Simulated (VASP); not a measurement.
All values below come from PBE GGA, VASP's PBE PAW potentials (set 64) (plane waves; VASP).

VASP ran on this input.

### POSCAR
```
Na
1.0
 -2.0793998238   2.0793998238   2.0793998238
  2.0793998238  -2.0793998238   2.0793998238
  2.0793998238   2.0793998238  -2.0793998238
Na
1
Cart
  0.0000000000   0.0000000000   0.0000000000
```

### KPOINTS
```
Regular mesh
0
gamma
12 12 12
```

**INCAR**
```
ALGO = Normal
EDIFF = 1E-7
EDIFFG = -0.01
ENCUT = 480
GGA = PE
IBRION = 2
ISIF = 3
ISMEAR = 1
LASPH = .TRUE.
LCHARG = .FALSE.
LREAL = .FALSE.
LWAVE = .FALSE.
NELM = 100
NSW = 40
PREC = Accurate
PSTRESS = 300
SIGMA = 0.1
SYSTEM = Na
```

POTCAR, in this order: Na_pv (PBE.64 set). Program: vasp_std.

Energy and stress use the plane-wave basis of the starting cell.

What does the run give for the energy per atom (σ→0), volume per atom, band gap (on the k-mesh)?

```json
{
  "energy per atom (σ→0)": "-0.317 eV/atom",
  "band gap (on the k-mesh)": "none (metal, semimetal or under 0.01 eV)",
  "volume_per_atom": "16.25 Å³/atom"
}
```

**OSZICAR**
```
...
   6 F= 0.27250480E+01 E0= 0.27252877E+01  d E =-.820356E-03
       N       E                     dE             d eps       ncg     rms          rms(c)
DAV:   1    -0.317725053921E+00    0.12036E-01   -0.22419E-02  1008   0.365E+00    0.181E-01
DAV:   2    -0.317216843597E+00    0.50821E-03   -0.63561E-04  1022   0.609E-01    0.911E-02
DAV:   3    -0.317051217758E+00    0.16563E-03   -0.28702E-04  1029   0.388E-01    0.978E-03
DAV:   4    -0.317039998221E+00    0.11220E-04   -0.11376E-05  1106   0.861E-02    0.709E-04
DAV:   5    -0.317039974212E+00    0.24009E-07   -0.51066E-08   588   0.473E-03
   7 F= 0.27249629E+01 E0= 0.27252032E+01  d E =-.905481E-03
```

The compound is Na in the bcc structure. This run relaxes it under an external pressure of 30 GPa. Symmetry was kept, so distortions that lower it aren't found.
